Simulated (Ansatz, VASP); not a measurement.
## Si11C205 (amorphous film on crystalline C with 5 % Si on C sites, (100)): VASP beside Ansatz

One calculation is typed for both programs; each brings its own data sets. How far apart do they land? The cell is taken from a series of runs on this material, whose earlier steps may have relaxed, scaled, displaced or heated it; both programs get it as it stands.

Calculated with Ansatz 0.2.0; plane waves, with VASP 6.6.1 beside it; PBE.

## Step 1: The starting structure

The cell holds 216 atoms: 205 C and 11 Si. Cell: a = 10.698 Å, b = 10.698 Å, c = 22.983 Å, α = 90.0°, β = 90.0°, γ = 90.0°. It derives from C (diamond C). As first built, before any earlier steps moved the atoms or strained the cell (in the runner's words): A 3 x 3 x 3 block of diamond C (a = 3.566 A), 5 % of C replaced at random by Si with its (100) planes normal to z; the lower 33 % held fixed, the rest melted at 8000 K for 10 ps and cooled to 500 K at 100 K/ps with the Tersoff potential (Tersoff, Phys. Rev. B 39, 5566 (1989)); then all atoms free for 10 ps at 500 K, under. Minimised at fixed cell. . Vacuum lies along c.

## Step 2: Ansatz: single point, PBE

Ansatz runs on its default PAW (the set named soft_2) files.

With cell and atoms fixed, the geometry can't cause a difference; cores, projectors, grids and the points listed under the comparison can.

input.yaml

```yaml
crystal:
  lattice:
    - [10.698, 0.0, 0.0]
    - [0.0, 10.698, 0.0]
    - [0.0, 0.0, 22.98329]
  atoms:
    - { symbol: C, position: [0.01475, 0.14431, 0.94453] }
    - { symbol: C, position: [0.07767, 0.26895, 0.96724] }
    - { symbol: C, position: [0.99068, 0.36143, 0.00221] }
    - { symbol: C, position: [0.07367, 0.44004, 0.04466] }
    - { symbol: C, position: [0.17348, 0.19142, 0.00652] }
    - { symbol: C, position: [0.24588, 0.27144, 0.04699] }
    - { symbol: C, position: [0.16865, 0.33338, 0.93158] }
    - { symbol: C, position: [0.23691, 0.43724, 0.96285] }
    - { symbol: C, position: [0.95766, 0.56333, 0.9355] }
    - { symbol: C, position: [0.07158, 0.61105, 0.96681] }
    - { symbol: C, position: [0.99705, 0.69095, 0.01118] }
    - { symbol: C, position: [0.081, 0.77739, 0.04408] }
    - { symbol: C, position: [0.15439, 0.52277, 0.00401] }
    - { symbol: C, position: [0.23835, 0.60291, 0.04409] }
    - { symbol: C, position: [0.13035, 0.71986, 0.9351] }
    - { symbol: C, position: [0.24525, 0.76997, 0.9654] }
    - { symbol: C, position: [0.04, 0.81484, 0.93596] }
    - { symbol: C, position: [0.09352, 0.92824, 0.96122] }
    - { symbol: C, position: [0.02108, 0.02646, 0.9942] }
    - { symbol: C, position: [0.0871, 0.10669, 0.04014] }
    - { symbol: C, position: [0.17338, 0.85869, 0.00502] }
    - { symbol: C, position: [0.2501, 0.93853, 0.04438] }
    - { symbol: Si, position: [0.14682, 0.05365, 0.90182] }
    - { symbol: C, position: [0.25291, 0.10802, 0.96741] }
    - { symbol: C, position: [0.36218, 0.15647, 0.93736] }
    - { symbol: C, position: [0.41049, 0.27211, 0.96601] }
    - { symbol: C, position: [0.32751, 0.3548, 0.00523] }
    - { symbol: C, position: [0.41077, 0.44218, 0.04336] }
    - { symbol: C, position: [0.49038, 0.19544, 0.00883] }
    - { symbol: C, position: [0.57307, 0.27965, 0.04319] }
[... 180 atom lines left out ...]
    - { symbol: C, position: [0.43881, 0.92765, 0.2464] }
    - { symbol: C, position: [0.74486, 0.28825, 0.30806] }
    - { symbol: C, position: [0.22024, 0.37236, 0.53668] }
    - { symbol: C, position: [0.3065, 0.89635, 0.32664] }
    - { symbol: C, position: [0.20383, 0.47007, 0.43124] }
    - { symbol: C, position: [0.99606, 0.92043, 0.5605] }
kpoints:
  mp_grid: { grid: [1, 1, 1] }
hamiltonian:
  xc: pbe
scf:
  occupations: { method: fermi_dirac, width: 0.05 }
output:
  forces: true
  eigenvalues: true
```

Run with:

```
ansatz run input.yaml --threads 4 --pin off --max-ram 8192MiB --backend cpu --events-out ev --progress --plain --runs-dir out
```

Numbers of over 12 decimals in the logs are rounded to 6 here.

What it wrote:

```text
Engine: ansatz 0.2.0, x86_64-unknown-linux-gnu
Pseudopotentials: kind: paw
Pseudopotential: C, paw, valence charge 4, recommended cutoff 420 eV (normal), C.paw.azcp
Pseudopotential: Si, paw, valence charge 4, recommended cutoff 420 eV (normal), Si.paw.azcp
Functional definition: PBE
  parameter kappa = 0.804
  parameter beta = 0.066725
  exchange = pbe_x(kappa = kappa, mu = beta*pi^2/3)
  correlation = pbe_c(beta = beta)
Crystal: 216 atoms, lattice volume = 2630.373 Å³
Basis set: ecut = 420 eV, 51353 PW (Γ), exchange–correlation on 144×144×320 points (8 copies of the dense FFT grid, shifted against one another)
Bands: 648, of which v1, the nominal top of the filled ones, is band 432 counted from 1 (431 counted from 0)
Symmetry: 1 space group operations
Space group: P1 (ITA 1), of the structure as read, at distance tolerance 1.4e-4 Å
k-points: 1
Non-local potential: C, projectors of the file, l = 0: 2, l = 1: 2, l = 2: 1
Non-local potential: Si, projectors of the file, l = 0: 2, l = 1: 2, l = 2: 2
PAW form: soft (Blöchl's): semilocal exchange-correlation on the pseudo side does not see the compensation charge
PAW one-centre angular grid: C, 110 points (default); XC on 64 Gauss nodes
PAW one-centre angular grid: Si, 110 points (default); XC on 64 Gauss nodes
Initial density: superposition of atomic densities (neutral atoms: chi_scale 0, normalization atom), corrected by the library's trained network
Initial wavefunctions: pseudopotential atomic-orbital guess
Functional: x = pbe(κ = 0.804, μ = 0.219515), c = pbe(β = 0.066725)
SCF iter   1: F=—  HF=-58179.521440 eV  |F-HF|=—  |Δ(HF+E_count)|=         —  Δρ=1.86e-2  dr2=1.10e2  ethr=1.77e-3  ⟨swp⟩=7.0  Hψ=3235  notcnv=0  defer=165
preconditioner: auto → LDOS  [metal: Δε(μ)=0.046 eV  Ē_g=13.080 eV  σ=0.050 eV  W_gap=0.23  n_scr=508 (ndim 8)  ℏωp=21.3 eV  f_vac=0.278  D(μ)=43.61/eV (n_scr^D=220)  β→1.0]
SCF iter   2: F=—  HF=-58181.315911 eV  |F-HF|=—  |Δ(HF+E_count)|=    1.79e0  Δρ=2.77e-2  dr2=1.21e2  ethr=1.77e-3  ⟨swp⟩=3.0  Hψ=955  notcnv=0  defer=179
SCF iter   3: F=—  HF=-58176.586659 eV  |F-HF|=—  |Δ(HF+E_count)|=    4.73e0  Δρ=7.77e-3  dr2=7.52e0  ethr=1.77e-3  ⟨swp⟩=3.0  Hψ=750  notcnv=0  defer=179
SCF iter   4: F=—  HF=-58176.333725 eV  |F-HF|=—  |Δ(HF+E_count)|=   2.53e-1  Δρ=3.33e-3  dr2=8.80e-1  ethr=8.70e-4  ⟨swp⟩=2.0  Hψ=758  notcnv=0  defer=177
SCF iter   5: F=—  HF=-58176.295451 eV  |F-HF|=—  |Δ(HF+E_count)|=   3.83e-2  Δρ=1.45e-3  dr2=1.11e-1  ethr=1.02e-4  ⟨swp⟩=2.0  Hψ=632  notcnv=0  defer=177
SCF iter   6: F=—  HF=-58176.288128 eV  |F-HF|=—  |Δ(HF+E_count)|=   7.32e-3  Δρ=8.71e-4  dr2=4.07e-2  ethr=1.28e-5  ⟨swp⟩=2.0  Hψ=872  notcnv=0  defer=177
SCF iter   7: F=—  HF=-58176.285432 eV  |F-HF|=—  |Δ(HF+E_count)|=   2.70e-3  Δρ=4.71e-4  dr2=1.21e-2  ethr=4.71e-6  ⟨swp⟩=2.0  Hψ=685  notcnv=0  defer=177
SCF iter   8: F=—  HF=-58176.284964 eV  |F-HF|=—  |Δ(HF+E_count)|=   4.67e-4  Δρ=2.41e-4  dr2=2.78e-3  ethr=1.41e-6  ⟨swp⟩=2.0  Hψ=528  notcnv=0  defer=177
SCF iter   9: F=—  HF=-58176.284859 eV  |F-HF|=—  |Δ(HF+E_count)|=   1.05e-4  Δρ=1.30e-4  dr2=7.89e-4  ethr=3.21e-7  ⟨swp⟩=2.0  Hψ=530  notcnv=0  defer=177
SCF iter  10: F=—  HF=-58176.284754 eV  |F-HF|=—  |Δ(HF+E_count)|=   1.06e-4  Δρ=6.63e-5  dr2=2.01e-4  ethr=9.13e-8  ⟨swp⟩=2.0  Hψ=727  notcnv=0  defer=177
SCF iter  11: F=—  HF=-58176.284745 eV  |F-HF|=—  |Δ(HF+E_count)|=   8.21e-6  Δρ=3.25e-5  dr2=5.13e-5  ethr=2.33e-8  ⟨swp⟩=2.0  Hψ=873  notcnv=0  defer=177
SCF iter  12: F=—  HF=-58176.286597 eV  |F-HF|=—  |Δ(HF+E_count)|=   1.85e-3  Δρ=1.56e-5  dr2=1.14e-5  ethr=5.94e-9  ⟨swp⟩=2.0  Hψ=869  notcnv=0  defer=177
SCF iter  13: F=—  HF=-58176.286597 eV  |F-HF|=—  |Δ(HF+E_count)|=   2.15e-7  Δρ=7.06e-6  dr2=2.41e-6  ethr=1.31e-9  ⟨swp⟩=2.0  Hψ=904  notcnv=0  defer=177
SCF iter  14: F=—  HF=-58176.286597 eV  |F-HF|=—  |Δ(HF+E_count)|=   6.32e-8  Δρ=3.67e-6  dr2=6.97e-7  ethr=2.79e-10  ⟨swp⟩=2.0  Hψ=907  notcnv=0  defer=177
SCF iter  15: F=—  HF=-58176.286597 eV  |F-HF|=—  |Δ(HF+E_count)|=  9.46e-10  Δρ=2.05e-6  dr2=2.30e-7  ethr=8.07e-11  ⟨swp⟩=2.0  Hψ=607  notcnv=0  defer=177
SCF iter  16: F=-58176.286597 eV  HF=-58176.286597 eV  |F-HF|=4.93e-8  |Δ(HF+E_count)|=   6.66e-9  Δρ=1.10e-6  dr2=6.47e-8  ethr=1.16e-11  ⟨swp⟩=26.0  Hψ=4512  notcnv=0
SCF 1 converged in 16 iterations: F = -58176.286597 eV  dr2 = 6.47e-8
  greatest PAW one-centre occupation: 0.694 electrons in one spin orbital (limit 2), on the C atom at site 6 (counted from 0), in its partial waves of l = 0
SCF converged after 16 iterations
Free energy (F): -58176.286597 eV
Harris-Foulkes:  -58176.286597 eV  (|F-HF|=4.93e-8)
Internal energy: -58175.841125 eV  (E = F + TS)
E sigma→0 (E₀):  -58176.063861 eV
Entropy (-TS):   -0.445472 eV (-2.062 meV/atom)
Fermi energy:    3.842412 eV
--- Per-component energies (eV) ---
  E_band       = -3687.035687
  E_kinetic    = 18524.870950
[...]
atom 169  C      0.13880714    -0.57599764     2.28192961
  atom 170  C     -0.84661679     0.65064270    -2.75415423
  atom 171  C     -0.01571632     0.02646729     0.02965631
  atom 172  C     -1.23397543    -0.89863203     3.38196156
  atom 173  C     -0.00844258     0.05097457    -0.04914757
  atom 174  C      0.15097073     0.43520320     0.35776632
  atom 175  C      0.00229211    -0.02431523     0.00249587
  atom 176  C      0.00806984    -0.02811410     0.00218508
  atom 177  C     -0.02436431    -0.24682329     0.01896881
  atom 178  C      0.05045957     0.02840928     0.10114155
  atom 179  C      0.14043719     0.02158244    -0.14282833
  atom 180  C     -0.08608332    -0.10291730    -0.01073527
  atom 181  C      0.03826120     0.06799443    -0.00838750
  atom 182  C     -0.04873924     0.00074273    -0.00761375
  atom 183  C     -0.00863537    -0.02041899     0.03180400
  atom 184  C      0.41121661    -0.79297514    -4.74999836
  atom 185  C     -0.13003130     0.07371809     3.07852493
  atom 186  C     -0.79714588     1.75889495     3.33782906
  atom 187  C     -0.31446229     0.20282843     0.59315779
  atom 188  C     -0.09920673    -0.03913588    -0.02035803
  atom 189  Si    -0.00108958     0.00338619    -0.45226185
  atom 190  C     -0.08343325    -0.25207762     0.10897156
  atom 191  C      0.05043375    -0.04077816     0.04363711
  atom 192  C     -0.03273718    -0.10837938     0.08665924
[...]
atom 209  C     -0.00061145    -0.01359533    -0.02202020
  atom 210  C      0.43674994    -0.52793072     0.65622079
  atom 211  C     -0.43674060     0.07286186    -2.55070264
  atom 212  C     -0.06261997     0.20862325     0.30710099
  atom 213  C     -0.00048452     0.00383960    -0.01144445
  atom 214  C     -0.49637921     0.09306829    -0.39650720
  atom 215  C      0.10400523     0.15197592    -0.07958898
  atom 216  C      0.07032832     0.04280226     0.00846941
  max |Σ_I F_I| component: 5.77e-5 eV/Å
--- Band table (eV) ---
  k-point 0: bands = [... 428 lower, 3.6900, 3.7440, 3.8131, 3.8270, 3.8673, 3.8990, 3.9245, 3.9605, ... 212 higher]
```

## Step 3: VASP: single point, PBE

The same cell, functional, mesh and smearing now go to VASP, with its own data sets.

Lines of VASP's logs that name or quote its potential files are left out, and so is its time.

INCAR

```
SYSTEM = Si11C205
PREC = Accurate
ENCUT = 520
EDIFF = 1E-06
NELM = 120
ISMEAR = -1
SIGMA = 0.05
LREAL = Auto
ALGO = Normal
GGA = PE
NBANDS = 583
LORBIT = 11
LWAVE = .FALSE.
LCHARG = .FALSE.
ISIF = 2
LASPH = .TRUE.
GGA_COMPAT = .FALSE.
```

POSCAR

```
Si11C205
1.0
   10.6980000000      0.0000000000      0.0000000000
    0.0000000000     10.6980000000      0.0000000000
    0.0000000000      0.0000000000     22.9832900000
C Si
205 11
Direct
    0.0147500000      0.1443100000      0.9445300000
    0.0776700000      0.2689500000      0.9672400000
    0.9906800000      0.3614300000      0.0022100000
    0.0736700000      0.4400400000      0.0446600000
    0.1734800000      0.1914200000      0.0065200000
    0.2458800000      0.2714400000      0.0469900000
    0.1686500000      0.3333800000      0.9315800000
    0.2369100000      0.4372400000      0.9628500000
    0.9576600000      0.5633300000      0.9355000000
    0.0715800000      0.6110500000      0.9668100000
    0.9970500000      0.6909500000      0.0111800000
    0.0810000000      0.7773900000      0.0440800000
    0.1543900000      0.5227700000      0.0040100000
    0.2383500000      0.6029100000      0.0440900000
    0.1303500000      0.7198600000      0.9351000000
    0.2452500000      0.7699700000      0.9654000000
    0.0400000000      0.8148400000      0.9359600000
    0.0935200000      0.9282400000      0.9612200000
    0.0210800000      0.0264600000      0.9942000000
    0.0871000000      0.1066900000      0.0401400000
    0.1733800000      0.8586900000      0.0050200000
    0.2501000000      0.9385300000      0.0443800000
    0.2529100000      0.1080200000      0.9674100000
    0.3621800000      0.1564700000      0.9373600000
    0.4104900000      0.2721100000      0.9660100000
    0.3275100000      0.3548000000      0.0052300000
    0.4107700000      0.4421800000      0.0433600000
    0.4903800000      0.1954400000      0.0088300000
    0.5730700000      0.2796500000      0.0431900000
    0.5179600000      0.3323200000      0.9360400000
[... 180 atom lines left out ...]
    0.1245800000      0.1377200000      0.3043400000
    0.0619200000      0.5918100000      0.4458900000
    0.8371300000      0.1083700000      0.5507000000
    0.7492800000      0.9956500000      0.2563200000
    0.1985900000      0.5393600000      0.3067600000
    0.6422000000      0.7134500000      0.3063000000
```

KPOINTS

```
Automatic mesh
0
Gamma
1 1 1
0 0 0
```

Potentials, in the order of the species: C and Si (PBE family, release 64).

Run with:

```
export OMP_NUM_THREADS=3
mpirun -np 1 vasp_gam
```

What it wrote:

```text
[banner, memory and clock lines left out]
running    1 mpi-ranks, on    1 nodes
[...]
Offloading initialized ...    1 GPUs detected
[...]
LDA part: xc-table for (Slater+PW92), standard interpolation
 POSCAR, INCAR and KPOINTS ok, starting setup
[...]
entering main loop
       N       E                     dE             d eps       ncg     rms          rms(c)
DAV:   1     0.643168895438E+04    0.64317E+04   -0.47290E+05  1166   0.142E+03
DAV:   2    -0.108255060335E+04   -0.75142E+04   -0.70739E+04  1501   0.327E+02
DAV:   3    -0.175126656660E+04   -0.66872E+03   -0.64561E+03  1412   0.970E+01
DAV:   4    -0.177836790135E+04   -0.27101E+02   -0.26886E+02  1500   0.205E+01
[...]
DAV:  32    -0.169077653694E+04   -0.18690E-05   -0.18553E-07   860   0.444E-04    0.612E-04
DAV:  33    -0.169077653802E+04   -0.10828E-05   -0.14211E-07   820   0.339E-04    0.420E-04
DAV:  34    -0.169077653845E+04   -0.43139E-06   -0.71033E-08   804   0.245E-04
   1 F= -.16907765E+04 E0= -.16905540E+04  d E =-.445099E+00
```

Parts of OUTCAR (step 3):

```text
  FREE ENERGIE OF THE ION-ELECTRON SYSTEM (eV)
  ---------------------------------------------------
  free  energy   TOTEN  =     -1690.7765384543 eV

  energy  without entropy=    -1690.3314398297  energy(sigma->0) =    -1690.55398914
```

The gap is under twice the smearing width, so the edge states are partly filled and the run can't tell a small gap from a semimetal.

## Step 4: Side by side

Known differences besides the potentials themselves: the cutoff is 420 eV in Ansatz and 520 eV in VASP (PREC = Accurate, projectors in real space). Total energies have different zeros and are not compared.

Forces on 10 of the 216 atoms, those with the largest forces and the largest differences (eV/Å; atoms numbered as in POSCAR):

```
atom         Ansatz x, y, z           VASP x, y, z
 C11   -0.119, 0.408, 4.897   -0.123, 0.407, 4.905
 C15   0.230, -0.509, 0.333   0.272, -0.548, 0.306
 C48   0.503, -0.233, 0.045   0.547, -0.262, 0.008
 C50    0.538, 0.050, 4.480    0.538, 0.047, 4.495
 C59   0.149, -0.227, 4.582   0.153, -0.221, 4.571
 C68  -0.013, 0.056, -0.007  -0.048, 0.011, -0.044
 C94  1.298, -1.249, -6.019  1.325, -1.269, -6.031
C135   0.225, 0.363, -5.288   0.254, 0.355, -5.309
C174  0.411, -0.793, -4.750  0.408, -0.774, -4.738
C196    3.442, 4.464, 0.455    3.440, 4.458, 0.456
```

The forces differ by 19 meV/Å r.m.s., which is 1.7 % of the r.m.s. force of 1.085 eV/Å (both taken over all components). Where the cell holds vacuum, a pressure given here is an average over it and none of the material.

## Step 5: Summary of results

```
r.m.s. force difference (single point, PBE) : 1.7 % of the r.m.s. force
```

In words: The r.m.s. force difference is 1.7 % of the r.m.s. force (single point, PBE), within the 3 % picked in this series as the mark of a large difference. Such differences can come from data sets, numerical settings and the points named under the comparisons, not from the functional's error against experiment.

[Lines on the potential files, build, host, timing and source positions are cut from VASP's logs without a mark.]

[Logs are printed without paths, hosts, clocks, repeated set-up lines and the standing remarks that a program may print on its own settings, such as how far it seeks lower states.]

[Hosts, paths, dates, database ids (printed as entryN), source tags and the programs' standing remarks are cut or masked in the printed files.]
